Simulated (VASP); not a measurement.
How well do functionals in VASP give the cohesive energy of GaAs (zinc blende)? (Atomic states not searched, no vibrations.)

The measured value is 3.34 eV/atom at 0 K (as given by Daniel Mejia-Rodriguez et al., Physical Review B (2018), arXiv:1807.09216; static lattice: zero-point vibration energy added).

Question: Order RPBE, r2SCAN, PBE, PBE-D3(BJ), LDA by the size of their error, smallest first.

Answer: r2SCAN (3.30, -1.1 %), PBE-D3(BJ) (3.45, +3.4 %), PBE (3.14, -5.9 %), RPBE (2.75, -17.7 %), LDA (4.09, +22.4 %)

Only levels that ran to the end are used. Left out are those held back, those with too coarse a band path, GW runs whose mesh misses a band edge, hybrids' fits of cells that aren't cubic and levels without matching references; a question may draw on a part of the rest.
